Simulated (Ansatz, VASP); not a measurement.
## KZnI3 in VASP and in Ansatz

```
K Zn I
1.0
     5.81096    0.00000    0.00000
     0.00000    5.81096    0.00000
     0.00000    0.00000    5.81096
K Zn I
1 1 3
Direct
  0.00000 0.00000 0.00000
  0.50000 0.50000 0.50000
  0.50000 0.50000 0.00000
  0.50000 0.00000 0.50000
  0.00000 0.50000 0.50000
```

Alike in both runs: task single point; functional r2SCAN; k mesh 4 × 4 × 4; occupations fermi-dirac, width 0.02 eV; no spin polarisation.

```csv
,VASP,Ansatz
version,VASP 6.6.1,Ansatz 0.2.0
potentials or method,"VASP PAW PBE potentials, release 64 (K_sv, Zn, I)","plane waves, PAW"
plane-wave cutoff (eV),520,500
valence electrons in the cell,42,72
```

```tsv
	VASP	Ansatz	Ansatz less VASP
pressure (GPa)	-1.2	-1.2	+0.02
```

The functional is the same, so the differences come from potentials, cutoffs and numerics. The two sets of potentials don't hold the same shells in valence.

Caveats: the PAW data sets were made with another functional, which shifts forces and pressure a little (VASP). The runs have no spin-orbit coupling, so splittings on I are missing.
